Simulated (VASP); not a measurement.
Output of a VASP run:

### OSZICAR
```
       N       E                     dE             d eps       ncg     rms          rms(c)
DAV:   1     0.300564547533E+02    0.30056E+02   -0.70385E+03 19852   0.161E+03
DAV:   2    -0.197212766847E+02   -0.49778E+02   -0.42612E+02 17505   0.332E+02
DAV:   3    -0.257174209965E+02   -0.59961E+01   -0.48911E+01 18573   0.252E+02
DAV:   4    -0.260289511337E+02   -0.31153E+00   -0.28062E+00 20025   0.277E+01
DAV:   5    -0.260401273407E+02   -0.11176E-01   -0.10495E-01 19175   0.296E+00    0.464E+01
DAV:   6    -0.250933419833E+02    0.94679E+00   -0.81408E-01 20419   0.284E+01    0.203E+01
DAV:   7    -0.247333571734E+02    0.35998E+00   -0.68910E-01 21177   0.250E+01    0.548E-01
DAV:   8    -0.247213862266E+02    0.11971E-01   -0.91582E-03 21230   0.101E+00    0.160E-01
DAV:   9    -0.247206456359E+02    0.74059E-03   -0.52996E-04 20945   0.242E-01    0.372E-02
DAV:  10    -0.247206598818E+02   -0.14246E-04   -0.48782E-05 18112   0.620E-02    0.470E-03
DAV:  11    -0.247206601035E+02   -0.22172E-06   -0.26037E-07 10019   0.207E-02
   1 F= -.24720660E+02 E0= -.24720720E+02  d E =0.178285E-03
```

File OUTCAR:
```
------------------------ aborting loop because EDIFF is reached ----------------------------------------
  FORCE on cell =-STRESS in cart. coord.  units (eV):
  Direction    XX          YY          ZZ          XY          YZ          ZX
  --------------------------------------------------------------------------------------
  Total        4.9734604      4.6690658      3.2378636     -0.1036902      0.0000000      0.0000000
  in kB      282.4903499    265.2008721    183.9092179     -5.8895546      0.0000000      0.0000000
  external PRESSURE =     243.8668133 kB  Pullay stress =       0.0000000 kB
  volume of cell :       28.21
      direct lattice vectors                 reciprocal lattice vectors
     1.349772000 -2.348358000  0.000000000     0.370432932 -0.212914726  0.000000000
     1.349772000  2.348358000  0.000000000     0.370432932  0.212914726  0.000000000
     0.000000000  0.000000000  4.449497000     0.000000000  0.000000000  0.224744505
 POSITION                                       TOTAL-FORCE (eV/Angst)
 -----------------------------------------------------------------------------------
      1.34977      0.78279      1.11237         0.246504     -0.011452      0.000000
      1.39364     -0.78279      3.33712        -0.246504      0.011452      0.000000
 -----------------------------------------------------------------------------------
    total drift:                                0.000000     -0.000000     -0.000000
  FREE ENERGIE OF THE ION-ELECTRON SYSTEM (eV)
  ---------------------------------------------------
  free  energy   TOTEN  =       -24.7206601035 eV

  energy  without entropy=      -24.7208383882  energy(sigma->0) =      -24.72071953
```
(Selected blocks of OUTCAR.)

### POSCAR
```
Re
1
    1.3497720000    -2.3483580000     0.0000000000
    1.3497720000     2.3483580000     0.0000000000
    0.0000000000     0.0000000000     4.4494970000
Re
2
Direct
  0.3333330000   0.6666670000   0.2500000000
  0.6829170000   0.3495830000   0.7500000000
```

Question: Reconstruct the remaining input files.

Answer: One answer among several that fit: the input of the run itself, PBE GGA, plane waves, VASP's PBE PAW potentials (set 64).

**INCAR**
```
ISIF  =  2   # forces and stress, cell fixed
NELM  =  100   # most electronic steps
GGA  =  PE
ENCUT  =  520   # plane-wave cut-off (eV)
LCHARG  =  .False.
SYSTEM  =  Re
ALGO  =  Normal   # blocked Davidson
LREAL  =  .False.   # projection in real space or not
EDIFF  =  1E-6   # SCF stop (eV)
LASPH  =  .True.
ISMEAR  =  1
PREC  =  Accurate
SIGMA  =  0.1
LMAXMIX  =  6
LWAVE  =  .False.
```

### KPOINTS
```
Automatic mesh
0
gamma
 14 14 8
0 0 0
```

POTCAR, in this order: Re (PBE.64 set). Program: vasp_std.

The compound is Re in the hcp structure. The cell was not relaxed at this level, atoms are displaced from their ideal sites. The run is one of a series of settings (ENCUT = 520 against the base run), some of them coarse on purpose.
